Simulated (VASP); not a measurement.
```
AlCo
1.0
    2.82182     0.00000     0.00000
    0.00000     2.82182     0.00000
    0.00000     0.00000     2.82182
Al Co
1 1
Direct
  0.50000   0.50000   0.50000
  0.00000   0.00000   0.00000
```

The numbers are results of PBE GGA with D4 dispersion, VASP's PBE PAW potentials (set 64) (plane waves; VASP), not measurements. Run with 520 eV cut-off, 12×12×12 Γ-centred mesh, first-order Methfessel-Paxton smearing of 0.10 eV, potentials Al Co.

Task: What does the run give for the energy per atom (σ→0), band gap (on the k-mesh) with the smallest direct gap where there is one?

Result: 
```
Property                                                    Result
------------------------  ----------------------------------------
band gap (on the k-mesh)  none (metal, semimetal or under 0.01 eV)
energy per atom (σ→0)                               -6.439 eV/atom
```

The compound is CoAl in the CsCl type structure. It was relaxed first. The start is the result of an earlier pass. The run is not spin-polarised, so no magnetic state was tried.
